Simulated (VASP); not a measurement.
Calculation: LDA (Ceperley-Alder, Perdew-Zunger), VASP's LDA PAW potentials (set 64) (plane waves; VASP). For the first row: Run with 520 eV cut-off, 8×8×8 Γ-centred mesh, Gaussian smearing of 0.050 eV, potentials Al As.

| system | energy (eV/atom) |
|---|---|
| AlAs (zinc blende) | -5.2571 |
| Al atom | -0.1632 |
| As atom | -1.3174 |

Atoms are spin-polarised in a large box without symmetry, with the spin fixed by Hund's rule, and may not be in the lowest state of each functional; no zero-point energy is added.

Task: What is the cohesive energy per atom of AlAs?

Result: The references average (1×(-0.1632) + 1×(-1.3174))/2 = -0.7403 eV, so the cohesive energy is -0.7403 − (-5.2571) = 4.517 eV/atom.
